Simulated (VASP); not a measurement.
The system is Sn2GeO2.

```
CELL_PARAMETERS angstrom
3.71973 0.00000 0.00000
-1.85987 3.22138 0.00000
0.00000 0.00000 7.44400
ATOMIC_POSITIONS crystal
Sn 0.66667 0.33333 0.70003
Sn 0.33333 0.66667 0.29997
Ge 0.00000 0.00000 0.00000
O 0.33333 0.66667 0.60505
O 0.66667 0.33333 0.39495
```

The cell was built by a generator and needn't be a form met in nature.

- Program: VASP 6.6.1
- Task: relaxation of cell and atoms
- Functional: PBE
- Potentials or basis: VASP PAW PBE potentials, release 64 (Sn_d, Ge_d, O)
- Cutoff: 520 eV
- k mesh: 10 × 10 × 4
- Occupations: gaussian, width 0.1 eV
- Spin: no spin polarisation

At the start: pressure 0.2 GPa; volume 17.84 Å³/atom.

Task: Where does the relaxation end?

Result: Over 16 steps the energy falls by 13.7 meV/atom and the volume is 17.53 Å³/atom (-1.7 %); space group P-3m1 (No. 164, to 0.05 Å).

Step by step:
```csv
step,energy change (eV),largest force (eV/Å),pressure (GPa),volume (Å³)
1,0.0000,0.2944,0.23,89.20
2,-0.0146,0.1026,-0.46,89.52
3,-0.0188,0.1109,-1.01,89.81
4,-0.0276,0.2075,-0.10,88.92
5,-0.0289,0.2681,0.25,88.54
6,-0.0371,0.2237,0.24,88.43
7,-0.0556,0.2160,0.49,88.05
8,-0.0503,0.4580,1.27,87.09
9,-0.0613,0.3276,0.80,87.66
10,-0.0666,0.1004,-0.30,88.25
11,-0.0666,0.0986,-0.24,88.25
12,-0.0676,0.0689,-0.21,88.05
13,-0.0683,0.0251,0.06,87.51
14,-0.0684,0.0126,0.03,87.62
15,-0.0684,0.0110,0.01,87.64
16,-0.0684,0.0034,-0.03,87.65
```

Final structure:
```
Sn Ge O
1.0
     3.84956    0.00000    0.00000
    -1.92478    3.33382    0.00000
     0.00000    0.00000    6.82978
Sn Ge O
2 1 2
Direct
  0.66667 0.33333 0.70904
  0.33333 0.66667 0.29096
  0.00000 0.00000 0.00000
  0.33333 0.66667 0.60773
  0.66667 0.33333 0.39227
```
